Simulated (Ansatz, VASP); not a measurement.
Two plane-wave programs on Ga2SiS

INCAR

```
  ALGO = Normal
  EDIFF = 1E-6
  EDIFFG = -0.04
  ENCUT = 600
  GGA = PE
  IBRION = 2
  ISIF = 3
  ISMEAR = 0
  LASPH = True
  LCHARG = False
  LREAL = False
  LWAVE = False
  NELM = 80
  NSW = 90
  PREC = Accurate
  SIGMA = 0.1
```

Contents of KPOINTS:

```
k-points
0
Gamma
  4 4 4
```

Contents of POSCAR:

```
Ga2SiS
1.0
    4.0527294100      0.0000000000      0.0000000000
    0.0000000000      4.0527294100      0.0000000000
    0.0000000000      0.0000000000      5.6698827300
Ga Si S
2 1 1
Direct
    0.0000000000      0.5000000000      0.2224034200
    0.5000000000      0.0000000000      0.7775965800
    0.0000000000      0.0000000000      0.0000000000
    0.5000000000      0.5000000000      0.5000000000
```

Input for Ansatz:

```yaml
crystal:
  lattice:
    - [4.05272941, 0.0, 0.0]
    - [0.0, 4.05272941, 0.0]
    - [0.0, 0.0, 5.66988273]
  atoms:
    - { symbol: Ga, position: [0.0, 0.5, 0.22240342] }
    - { symbol: Ga, position: [0.5, 0.0, 0.77759658] }
    - { symbol: Si, position: [0.0, 0.0, 0.0] }
    - { symbol: S, position: [0.5, 0.5, 0.5] }
basis:
  ecutwfc: 420
kpoints:
  mp_grid: { grid: [4, 4, 4] }
hamiltonian:
  xc: pbe
scf:
  occupations: { method: gaussian, width: 0.1 }
  lower_state_search: "off"
output:
  forces: true
  stress: true
  eigenvalues: true
relax:
  adjacent_minimum: "off"
  f_tol: 0.04
  max_steps: 70
  cell: { stress_tol: 0.4 }
```

Change from the starting cell: species swapped into the ZnSnSb2 type (P-4m2, No. 115).

Alike in both runs: task relaxation of cell and atoms; functional PBE; k mesh 4 × 4 × 4; occupations gaussian, width 0.1 eV; no spin polarisation.

|  | VASP | Ansatz |
| --- | --- | --- |
| version | VASP 6.6.1 | Ansatz 0.2.0 |
| potentials or method | VASP PAW PBE potentials, release 64 (Ga_d, Si, S) | scalar-relativistic, plane waves, PAW |
| plane-wave cutoff (eV) | 600 | 420 |
| valence electrons in the cell | 36 | 36 |

|  | VASP | Ansatz | Ansatz less VASP |
| --- | --- | --- | --- |
| gap on the k mesh at the Fermi level, each at its own relaxed structure (eV) | 0.37 | 0.38 | +0.010 |
| relaxed volume (Å³/atom) | 22.41 | 22.40 | -0.010 |
| relaxed cell length with the largest relative difference (Å) | 5.354 | 5.348 | -0.0056 |
| energy change over the relaxation (meV/atom) | -19 | -19 | -0.4 |
